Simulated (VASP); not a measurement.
A VASP calculation is set up with these files.

File KPOINTS:
```
Regular mesh
0
Gamma
  12 12 12
```

**INCAR**
```
SYSTEM = CuZn
PREC = Accurate
ENCUT = 480
EDIFF = 1E-7
NELM = 100
ALGO = Normal
LREAL = .FALSE.
LASPH = .TRUE.
ISMEAR = 1
SIGMA = 0.1
GGA = PE
LMAXMIX = 4
LWAVE = .FALSE.
LCHARG = .FALSE.
ISIF = 3
IBRION = 2
NSW = 40
EDIFFG = -0.01
PSTRESS = 200
```

### POSCAR
```
CuZn
1
    2.9605579614     0.0000000000    -0.0000000000
   -0.0000000000     2.9605579614    -0.0000000000
    0.0000000000    -0.0000000000     2.9605579614
Zn Cu
1 1
Direct
  0.5000000000   0.5000000000   0.5000000000
  0.0000000000   0.0000000000   0.0000000000
```

POTCAR, in this order: Zn Cu (PBE.64 set). Program: vasp_std.

Task: Translate this PBE calculation to Ansatz.

Result: One equivalent input (not run):
Ansatz 0.2 input:
```yaml
crystal:
  lattice:
    - [2.9605580, 0.0000000, 0.0000000]
    - [0.0000000, 2.9605580, 0.0000000]
    - [0.0000000, 0.0000000, 2.9605580]
  atoms:
    - { symbol: Zn, position: [0.5000000, 0.5000000, 0.5000000] }
    - { symbol: Cu, position: [0.0000000, 0.0000000, 0.0000000] }
kpoints:
  mp_grid: { grid: [12, 12, 12] }
hamiltonian:
  xc: pbe
  pseudopotentials: { kind: paw }
scf:
  occupations: { method: methfessel_paxton, width: 0.1 }
  max_iter: 100
relax:
  max_steps: 40
  f_tol: 0.01
  cell: { p_target: 20 }
output: { forces: true, stress: true, eigenvalues: true }
```
The two are equivalent in intent, not identical: each code has its own PAW files, so the cut-off isn't converted (ENCUT is set for VASP's; basis.ecutwfc is left out, and Ansatz then takes the one that its files recommend); Ansatz stops its SCF on the density residual and VASP on the energy change (EDIFF).

The compound is CuZn in the CsCl type structure. This run relaxes it under an external pressure of 20 GPa. Symmetry was kept, so distortions that lower it aren't found.
